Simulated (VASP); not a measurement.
# SbP: relaxation of the atoms with r2SCAN

The system is SbP.

```
CELL_PARAMETERS angstrom
3.63219 0.00000 0.00000
-1.81610 3.14557 0.00000
0.00000 0.00000 5.65888
ATOMIC_POSITIONS crystal
Sb 0.34770 0.66588 0.49410
P 0.01508 0.98874 0.00821
```

The cell was built by a generator and needn't be a form met in nature.

The cell isn't the ideal one: atoms moved at random, drawn with an rms of 0.1 Å.

```json
{"Program": "VASP 6.6.1", "Task": "relaxation of the atoms", "Functional": "r2SCAN", "Potentials or basis": "VASP PAW PBE potentials, release 64 (Sb, P)", "Cutoff": "520 eV", "k mesh": "6 × 6 × 4", "Occupations": "gaussian, width 0.05 eV", "Spin": "no spin polarisation", "Optimiser": "vasp", "Further INCAR settings": "ALGO = Normal; EDIFF = 1.00e-07; IBRION = 2; EDIFFG = -1.00e-02; NSW = 60"}
```

```yaml
Energy_gained_by_relaxing: 1310.6 meV/atom
Ionic_steps: 23
Pressure_after_relaxing: 1.8 GPa
Band_gap_on_the_k_mesh: 1.41 eV, indirect (least direct gap 2.26 eV)
```

Stress tensor (GPa, compression positive):
```
 2.98  0.00 -0.01
 0.00  2.98  0.00
-0.01  0.00 -0.53
```

The path:
```csv
step,energy change (eV),largest force (eV/Å),pressure (GPa)
1,0.0000,0.2795,-12.68
2,-0.0089,0.3802,-12.64
3,-0.0553,0.7907,-12.50
4,-0.2289,1.3712,-12.16
5,-0.8848,2.8292,-10.15
6,-2.4516,1.5269,0.65
7,-2.4183,2.1035,3.63
8,-2.4568,1.5555,1.38
9,-2.4589,1.5728,1.62
10,-2.4602,1.6127,1.97
11,-2.4635,1.5959,1.97
12,-2.4732,1.5461,1.96
13,-2.4918,1.4462,1.95
14,-2.5251,1.2472,1.95
15,-2.5760,0.8582,2.05
16,-2.6120,0.4596,2.56
17,-2.6125,0.4373,2.49
18,-2.6164,0.3176,2.27
19,-2.6209,0.0969,1.63
20,-2.6209,0.0871,1.68
21,-2.6211,0.0553,1.73
22,-2.6213,0.0111,1.79
23,-2.6213,0.0018,1.81
```

Final structure:
```
Sb P
1.0
     3.63219    0.00000    0.00000
    -1.81610    3.14557    0.00000
     0.00000    0.00000    5.65888
Sb P
1 1
Direct
  0.34807 0.66063 0.37909
  0.01470 0.99399 0.12322
```

Levels at points of the mesh, in eV from the valence-band top:
```csv
k point,band 1,band 2,band 3,band 4,band 5,band 6,band 7,band 8,band 9
"(0.00, 0.00, 0.00)",-13.52,-6.60,-1.59,-0.16,-0.16,3.19,3.89,3.89,8.43
"(0.50, 0.00, 0.00)",-10.85,-8.64,-3.33,-2.09,-1.57,1.73,2.75,4.81,5.21
"(0.00, 0.50, 0.00)",-10.85,-8.64,-3.33,-2.09,-1.57,1.73,2.75,4.81,5.21
"(0.50, 0.50, 0.00)",-10.85,-8.64,-3.33,-2.09,-1.57,1.73,2.75,4.81,5.21
"(0.00, 0.00, 0.50)",-13.49,-7.04,-0.14,-0.14,-0.04,2.75,3.89,3.89,5.88
"(0.50, 0.00, 0.50)",-10.82,-8.62,-3.68,-2.05,-1.87,2.07,3.60,4.51,7.39
"(0.00, 0.50, 0.50)",-10.82,-8.62,-3.68,-2.05,-1.87,2.07,3.60,4.51,7.39
"(0.50, 0.50, 0.50)",-10.82,-8.62,-3.68,-2.05,-1.87,2.07,3.60,4.51,7.39
```

It took 47 min on 1 thread of Intel(R) Xeon(R) Platinum 8375C CPU @ 2.90GHz (Ice Lake), on a shared host, peak memory 0.21 GiB.

Caveat: the PAW data sets were made with another functional, which shifts forces and pressure a little; spin-orbit coupling is left out, which moves the levels of the heavy elements. A k mesh can miss the band edges.
